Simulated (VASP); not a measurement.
Data:

```xyz
2
Lattice="3.7283 0.0000 0.0000 0.0000 3.7283 0.0000 0.0000 0.0000 3.7283" Properties=species:S:1:pos:R:3 pbc="T T T"
Y      0.0000     0.0000     0.0000
Te     1.8641     1.8641     1.8641
```

These are PBEsol GGA, VASP's PBE PAW potentials (set 64) (plane waves; VASP 6.6.1) values and carry that method's errors. Numerical set-up: 400 eV cut-off, 11×11×11 Γ-centred mesh, tetrahedra with Blöchl corrections, potentials Y_sv Te.

Unless said otherwise, spin-orbit coupling is left out, though it shifts the bands of the heavy elements here.

Question: Estimate the energy per atom (σ→0), band gap (on the k-mesh) with the smallest direct gap where there is one.

Answer: 
```yaml
band gap (on the k-mesh): none (metal, semimetal or under 0.01 eV)
energy per atom (σ→0): -6.432 eV/atom
```

The absolute energy has meaning only against runs of the same code, potentials and settings.

The structure was generated: YTe was put into the CsCl type type (Pm-3m), which need not be its known phase. It was relaxed first, which changed the volume by -33 %. The electron count is odd and the run is not spin-polarised, which forces a metal.
